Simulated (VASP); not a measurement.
A run of VASP 6.6.1 is set up as follows.

File INCAR:

```
ALGO = Fast ; EDIFF = 1E-6
ENCUT = 520 ; GGA = PE
ISIF = 2 ; ISMEAR = -1
IVDW = 12 ; LASPH = T
LCHARG = F ; LREAL = Auto
LWAVE = F ; NBANDS = 42
NELM = 100 ; PREC = Accurate
SIGMA = 0.02
```

File KPOINTS:

```
k-points
0
Gamma
  1 1 1
```

Contents of POSCAR:

```
ZnH8Cl2O4
1.0
    5.7082670000      0.0000000000      0.0000000000
    0.0000000000      5.7082670000      0.0000000000
    0.0000000000      0.0000000000      5.7082670000
O H Zn Cl
4 8 1 2
Direct
    0.1928431168     -0.0231068379      0.2447327709
    0.6791378189      0.6590967101      0.5848359931
   -0.0150483501      0.7775915177      0.8900249410
    0.4131026107      0.6867233085     -0.0346339791
    0.2207675289      0.0868915207      0.3748072751
    0.0974201102     -0.1392892098      0.3087977489
    0.5568765441      0.6969365659      0.7013336972
    0.6598850404      0.5037255615      0.5328237099
   -0.1048479337      0.7202185882      0.7446743469
    0.1560543682      0.7132637629      0.8828248574
    0.4741193781      0.7984034384      0.0823892786
    0.4783062881      0.5349784795      0.0187972987
    1.0169461239      0.1144480453      0.9267085790
    0.7109513273      0.2654570993      0.1217357212
    0.2414217835      0.2921377013      0.6585711565
```

Potentials or basis: VASP PAW PBE potentials, release 64 (O, H, Zn, Cl).

Command:

```bash
$ cat potpaw_PBE.64/O/POTCAR potpaw_PBE.64/H/POTCAR potpaw_PBE.64/Zn/POTCAR potpaw_PBE.64/Cl/POTCAR > POTCAR
$ mpirun -np 1 vasp_gam > vasp.out
```

Estimate the band gap on the k mesh.

4.21 eV, direct.

Estimate the largest force.

2.466 eV/Å.

What does it give for the dispersion energy per atom?

-0.066 eV.

Stress tensor (GPa, compression positive):
```
 2.02  1.37 -0.07
 1.37  3.53  1.50
-0.07  1.50  0.94
```
